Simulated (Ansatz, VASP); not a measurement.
One calculation of Sc2GaP3, two programs

```
CELL_PARAMETERS angstrom
3.71090 0.00000 0.00000
0.00000 3.71090 0.00000
0.00000 0.00000 7.62323
ATOMIC_POSITIONS crystal
Sc 0.50000 0.00000 0.68120
Sc 0.00000 0.50000 0.31880
Ga 0.50000 0.50000 0.00000
P 0.50000 0.00000 0.33308
P 0.00000 0.50000 0.66692
P 0.00000 0.00000 0.00000
```

Change from the starting cell: species swapped into the Zr2Sb3Pd type (P-4m2, No. 115).

Alike in both runs: functional PBE; k mesh 6 × 6 × 2; occupations gaussian, width 0.1 eV; no spin polarisation.

Ansatz relaxed the structure, and its values are those at the end. VASP's run is a single point on that final structure, the one shown.

|  | VASP | Ansatz |
| --- | --- | --- |
| version | VASP 6.6.1 | Ansatz 0.2.0 |
| potentials or method | VASP PAW PBE potentials, release 64 (Sc_sv, Ga_d, P) | scalar-relativistic, plane waves, PAW |
| plane-wave cutoff (eV) | 520 | 420 |
| valence electrons in the cell | 50 | 50 |

|  | VASP | Ansatz | Ansatz less VASP |
| --- | --- | --- | --- |
| gap on the k mesh at the Fermi level (eV) | none | none | - |
| pressure (GPa) | 0.3 | 0.1 | -0.15 |
| rms of the force components (eV/Å) | 0.013 | 0.011 | -0.0018 |

A gap of «none» marks a metal or a gap that the smearing closes. The functional is the same, so the differences come from potentials, cutoffs and numerics.

Caveats: the k mesh is coarse (spacing up to 0.41 Å⁻¹), so the values aren't converged.
